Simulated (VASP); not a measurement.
Consider the following.

```xyz
80
Lattice="9.1758 -4.8066 0.0004 9.1758 4.8066 0.0004 6.6576 0.0000 7.9357" Properties=species:S:1:pos:R:3 pbc="T T T"
Ga    10.6661     0.0009     3.3606
Al     4.4016     0.0000     1.3968
Al     1.8507     0.0000     0.5873
Al     8.1180     0.0430     2.5439
Al    13.9828     0.0000     7.3488
Al     7.7305     0.0000     5.3647
Al     5.1795     0.0000     4.5552
Al    11.4318     0.0000     6.5393
Al    15.2419     2.4033     3.3812
Al     8.9896     2.4033     1.3970
Al     6.4386     2.4033     0.5875
Al    12.6909     2.4033     2.5716
Al    18.5707     2.4033     7.3490
Al    12.3184     2.4033     5.3649
Al     9.8060     2.3644     4.5757
Al    16.0198     2.4033     6.5395
Al    15.2419    -2.4033     3.3812
Al     8.9896    -2.4033     1.3970
Al     6.4386    -2.4033     0.5875
Al    12.6909    -2.4033     2.5716
Al    18.5707    -2.4033     7.3490
Al    12.3184    -2.4033     5.3649
Al     9.7564    -2.3677     4.5160
Al    16.0198    -2.4033     6.5395
Al    19.8298     0.0000     3.3814
Al    13.5775     0.0000     1.3972
Al    11.0257    -0.0496     0.6178
Al    17.2789     0.0000     2.5718
Al    23.1586     0.0000     7.3492
Al    16.9063     0.0000     5.3651
Al    14.3554     0.0000     4.5556
Al    20.6077     0.0000     6.5397
O      4.7906    -0.9325     2.9760
O      5.1759     1.6679     1.7619
O      7.7141     0.9325     0.9923
O      6.8403     0.7354     3.7458
O      7.3288    -1.6679     2.2064
O      5.6644    -0.7354     0.2224
O      8.1194    -0.9325     6.9438
O      8.5047     1.6679     5.7297
O     11.0912     0.9497     4.9726
O     10.1691     0.7354     7.7137
O     10.6576    -1.6679     6.1742
O      9.0391    -0.6968     4.1948
O      9.3652     1.4282     2.9800
O      9.7638     4.0712     1.7621
O     12.3020     3.3358     0.9925
O     11.4282     3.1387     3.7460
O     11.9076     0.7832     2.1907
O     10.2523     1.6679     0.2227
O     12.7073     1.4708     6.9440
O     13.0926     4.0712     5.7299
O     15.6308     3.3358     4.9603
O     14.7570     3.1387     7.7139
O     15.2456     0.7354     6.1744
O     13.5811     1.6679     4.1905
O      9.3785    -3.3358     2.9762
O      9.7970    -0.7507     1.7370
O     12.3020    -1.4708     0.9925
O     11.4312    -1.6434     3.7130
O     11.9167    -4.0712     2.2066
O     10.2523    -3.1387     0.2227
O     12.7073    -3.3358     6.9440
O     13.0926    -0.7354     5.7299
O     15.6308    -1.4708     4.9603
O     14.7570    -1.6679     7.7139
O     15.2456    -4.0712     6.1744
O     13.5811    -3.1387     4.1905
O     13.9664    -0.9325     2.9764
O     14.3517     1.6679     1.7623
O     16.8899     0.9325     0.9927
O     16.0161     0.7354     3.7462
O     16.5047    -1.6679     2.2068
O     14.8402    -0.7354     0.2229
O     17.2952    -0.9325     6.9443
O     17.6805     1.6679     5.7302
O     20.2188     0.9325     4.9605
O     19.3449     0.7354     7.7141
O     19.8335    -1.6679     6.1746
O     18.1691    -0.7354     4.1907
```
Cell charge -1.

The numbers are results of PBE GGA, VASP's PBE PAW potentials (set 64) (plane waves; VASP), not measurements. Settings: PREC = Normal, LREAL = Auto, ISYM = 0, NELECT = 385.0, EDIFF = 1E-5, 400 eV cut-off, 1×1×1 Γ-centred mesh, Gaussian smearing of 0.050 eV, potentials Ga Al O. Starting moments (MAGMOM): 80*0.0125. The cell's moment is fixed (NUPDOWN = 1).

The cell is charged, with a uniform compensating background. The supercell is sampled at Γ alone, which is coarse: total energies, pressure and levels can be off, energies of defects by several tenths of an eV.

### Question
The ions are relaxed. Give the cell that the relaxation ends in.

### Answer

```xyz
80
Lattice="9.1758 -4.8066 0.0004 9.1758 4.8066 0.0004 6.6576 0.0000 7.9357" Properties=species:S:1:pos:R:3 pbc="T T T"
Ga    10.7698     0.0004     3.4161
Al     4.4031     0.0014     1.3950
Al     1.8503     0.0007     0.5858
Al     8.1409     0.0006     2.5818
Al    13.9941     0.0093     7.3563
Al     7.7256    -0.0009     5.3686
Al     5.1860    -0.0084     4.5542
Al    11.4364    -0.0029     6.5664
Al    15.2573     2.4039     3.3738
Al     8.9875     2.4107     1.3940
Al     6.4416     2.4078     0.5959
Al    12.7062     2.4285     2.5639
Al    18.5772     2.4025     7.3465
Al    12.3227     2.4102     5.3848
Al     9.7570     2.4086     4.5570
Al    16.0178     2.4026     6.5383
Al    15.2525    -2.4105     3.3881
Al     8.9890    -2.4072     1.3886
Al     6.4473    -2.3971     0.5808
Al    12.7077    -2.4232     2.5576
Al    18.5764    -2.3990     7.3489
Al    12.3300    -2.4223     5.3626
Al     9.7590    -2.4112     4.5515
Al    16.0194    -2.4030     6.5351
Al    19.8348    -0.0009     3.3839
Al    13.5916     0.0142     1.3845
Al    11.0206     0.0045     0.5762
Al    17.2776     0.0024     2.5702
Al    23.1623     0.0009     7.3486
Al    16.9091     0.0000     5.3637
Al    14.3457     0.0002     4.5507
Al    20.6015     0.0008     6.5364
O      4.7934    -0.9297     2.9710
O      5.1763     1.6653     1.7598
O      7.7098     0.9366     0.9967
O      6.8397     0.7286     3.7434
O      7.3288    -1.6628     2.1986
O      5.6646    -0.7328     0.2246
O      8.1192    -0.9277     6.9457
O      8.4971     1.6684     5.7314
O     11.0359     1.0118     5.0847
O     10.1719     0.7441     7.7250
O     10.6564    -1.6625     6.1720
O      8.9226    -0.7883     4.2046
O      9.3123     1.5292     2.9828
O      9.7662     4.0730     1.7557
O     12.3117     3.3434     0.9807
O     11.4290     3.1370     3.7396
O     11.9862     0.8035     2.0911
O     10.2474     1.6735     0.2170
O     12.7323     1.4821     6.9627
O     13.0971     4.0710     5.7291
O     15.6039     3.3228     4.9671
O     14.7629     3.1470     7.7133
O     15.2453     0.7355     6.1750
O     13.5708     1.6642     4.1875
O      9.3738    -3.3399     2.9695
O      9.7248    -0.7393     1.6804
O     12.2994    -1.4724     0.9942
O     11.4560    -1.8128     3.7603
O     11.9224    -4.0841     2.2069
O     10.2529    -3.1424     0.2224
O     12.7118    -3.3339     6.9433
O     13.0842    -0.7342     5.7205
O     15.6315    -1.4711     4.9575
O     14.7420    -1.6740     7.6866
O     15.2496    -4.0743     6.1817
O     13.6082    -3.1539     4.2009
O     13.9554    -0.9276     2.9743
O     14.3848     1.6740     1.7552
O     16.8979     0.9292     0.9864
O     16.0163     0.7380     3.7439
O     16.4825    -1.6465     2.2022
O     14.8438    -0.7352     0.2229
O     17.2926    -0.9307     6.9360
O     17.6750     1.6635     5.7284
O     20.2120     0.9010     4.9707
O     19.3524     0.7406     7.6786
O     19.8241    -1.6388     6.1926
O     18.1635    -0.7304     4.1909
```
Cell charge -1. The cell ends with 1.00 μB, on the first 30 sites 0.19 0.01 0.01 0.00 0.01 0.01 0.00 0.01 0.01 0.01 0.00 0.01 0.00 0.01 0.00 0.00 0.01 0.01 0.00 0.01 0.00 0.01 0.00 0.00 0.00 0.01 0.00 0.00 0.00 0.00 μB.

### Question
How much energy does the relaxation gain?

### Answer
The energy (σ→0) changes by -9.6 meV/atom, in 15 ionic steps.

The cell is a supercell with a defect, built from Al2O3 (corundum): Ga_Al, charge -1.
